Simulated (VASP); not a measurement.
A run of VASP 6.6.1:

The input INCAR:

```
PREC = Accurate
ENCUT = 520
EDIFF = 1E-6
ISMEAR = 0
SIGMA = 0.1
LREAL = False
LASPH = True
NELM = 120
ALGO = Normal
ISIF = 3
LWAVE = False
LCHARG = False
GGA = PE
IBRION = 2
NSW = 90
EDIFFG = -0.01
KPAR = 4
```

KPOINTS

```
Automatic mesh
0
Gamma
  8 8 4
```

The input POSCAR:

```
In2Te2O
1.0
    4.7598783600      0.0000000000      0.0000000000
   -2.3799391800      4.1221755800      0.0000000000
    0.0000000000      0.0000000000      8.2190000000
In Te O
2 2 1
Direct
    0.0000000000      0.0000000000      0.7593381200
    0.0000000000      0.0000000000      0.2406618800
    0.3333333300      0.6666666700      0.3586811000
    0.6666666700      0.3333333300      0.6413189000
    0.0000000000      0.0000000000      0.0000000000
```

Potentials or basis: VASP PAW PBE potentials, release 64 (In_d, Te, O).

The run is started by

```console
$ cat potpaw_PBE.64/In_d/POTCAR potpaw_PBE.64/Te/POTCAR potpaw_PBE.64/O/POTCAR > POTCAR
$ mpirun -np 4 vasp_std > vasp.out
```

Hardware: 4 MPI ranks on Intel(R) Xeon(R) Platinum 8488C (Sapphire Rapids), on a shared host.

Problem. How long does it take, and how much memory?

Solution. It took 12 min on 4 MPI ranks on Intel(R) Xeon(R) Platinum 8488C (Sapphire Rapids), with other jobs on the host, peak memory 0.37 GiB a rank. Counts: scf iterations 252, k points 35, ion steps 27.
